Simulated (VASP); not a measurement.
```
CSi
1.0
    1.53576    -2.66002     0.00000
    1.53576     2.66002     0.00000
    0.00000     0.00000     5.04326
Si C
2 2
Cartesian
  1.53576  -0.88667   2.51975
  1.53576   0.88667   5.04138
  1.53576  -0.88667   4.41473
  1.53576   0.88667   1.89310
```

All values below come from SCAN meta-GGA, VASP's PBE PAW potentials (set 64) (plane waves; VASP 6.6.1). Settings: 520 eV cut-off, 9×9×5 Γ-centred mesh, tetrahedra with Blöchl corrections, potentials Si C.

Question: Estimate the energy per atom (σ→0), band gap (over mesh and band path) with the smallest direct gap where there is one.

Answer: 
* **band gap (over mesh and band path)**: 2.64 eV
* **smallest direct gap (over mesh and band path)**: 4.49 eV
* **energy per atom (σ→0)**: -10.341 eV/atom

Total energies compare only between runs with the same potentials, cut-off and functional.

The compound is SiC in the wurtzite structure, the rare 2H polytype. It was relaxed first.
